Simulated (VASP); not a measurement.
Input of a VASP 6.6.1 run:

INCAR

```
PREC = Normal
ENCUT = 520
EDIFF = 1E-4
ISMEAR = 0
SIGMA = 0.15
LREAL = F
LASPH = T
NELM = 60
ALGO = Fast
ISIF = 3
LWAVE = F
LCHARG = F
GGA = PE
IBRION = 2
NSW = 24
EDIFFG = -0.08
```

The input KPOINTS:

```
Automatic mesh
0
Gamma
  3 3 3
```

POSCAR

```
Mg2CdO3
1.0
    4.2186680900      0.0000000000      0.0000000000
    0.0000000000      4.2186680900      0.0000000000
    0.0000000000      0.0000000000      4.6360661800
Mg Cd O
2 1 3
Direct
    0.5000000000      0.0000000000      0.4316214500
    0.0000000000      0.5000000000      0.4316214500
    0.0000000000      0.0000000000      0.0739921500
    0.0000000000      0.0000000000      0.4483800500
    0.5000000000      0.0000000000      0.8125266400
    0.0000000000      0.5000000000      0.8125266400
```

Potentials or basis: VASP PAW PBE potentials, release 64 (Mg, Cd, O).

Run with:

```sh
$ cat potpaw_PBE.64/Mg/POTCAR potpaw_PBE.64/Cd/POTCAR potpaw_PBE.64/O/POTCAR > POTCAR
$ mpirun -np 1 vasp_std > vasp.out
```

(1) What does it give for the band gap on the k mesh?

(2) What does it give for the relaxed cell?

(3) Predict the relaxed volume.

(4) What does it give for the space group after relaxing (to 0.05 Å)?

Results:

(1) none (metal or under the smearing width).

(2) a = 4.769 Å, b = 4.769 Å, c = 4.063 Å, α = 90.00°, β = 90.00°, γ = 90.00°.

(3) 15.40 Å³/atom.

(4) P4/mmm (No. 123).

Caveat: the k mesh is coarse (spacing up to 0.50 Å⁻¹), so the values aren't converged.
